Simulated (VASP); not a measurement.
A convergence study with VASP on AlAs (zinc blende): one setting is varied, all else stays as given below, so the limit is that of these other settings.

```yaml
crystal:
  lattice:
    - [0.00000, 2.83000, 2.83000]
    - [2.83000, 0.00000, 2.83000]
    - [2.83000, 2.83000, 0.00000]
  atoms:
    - { symbol: Al, position: [0.00000, 0.00000, 0.00000] }
    - { symbol: As, position: [0.25000, 0.25000, 0.25000] }
```

Level of theory: PBE GGA, VASP's PBE PAW potentials (set 64) (plane waves; VASP). The tightest run used: 550 eV cut-off, 13×13×13 Monkhorst-Pack mesh, Gaussian smearing of 0.050 eV, potentials Al As.

**Question.** The settings run are 1×1×1 mesh; 2×2×2 mesh; 3×3×3 mesh; 4×4×4 mesh; 5×5×5 mesh; 6×6×6 mesh; 7×7×7 mesh; 8×8×8 mesh; 9×9×9 mesh; 10×10×10 mesh; 11×11×11 mesh; 12×12×12 mesh; 13×13×13 mesh. From which on does the energy per atom stay within 0.005 eV/atom of the tightest run?

**Answer.** From 6×6×6 mesh on: it is off by 0.0000 there and by no more than 0.005 in any finer run, while 5×5×5 mesh is off by 0.0180.
```tsv
setting	E (eV/atom)	pressure (GPa)	irreducible k-points	difference judged (eV/atom)
1×1×1 mesh	2.4744	31.46	1	7.1617
2×2×2 mesh	-4.6333	3.14	2	0.0541
3×3×3 mesh	-4.4714	3.95	4	0.2159
4×4×4 mesh	-4.6867	2.81	10	0.0007
5×5×5 mesh	-4.6693	2.88	10	0.0180
6×6×6 mesh	-4.6874	2.81	28	0.0000
7×7×7 mesh	-4.6852	2.81	20	0.0022
8×8×8 mesh	-4.6874	2.81	60	0.0000
9×9×9 mesh	-4.6870	2.80	35	0.0003
10×10×10 mesh	-4.6874	2.81	110	0.0000
11×11×11 mesh	-4.6873	2.80	56	0.0000
12×12×12 mesh	-4.6874	2.81	182	0.0000
13×13×13 mesh	-4.6874	2.81	84	0.0000
```

Left out are rungs that failed or repeat a setting and relaxations that didn't move; long series are thinned to 24 rows.

The compound is AlAs in the zinc blende structure. The cell was not relaxed at this level.
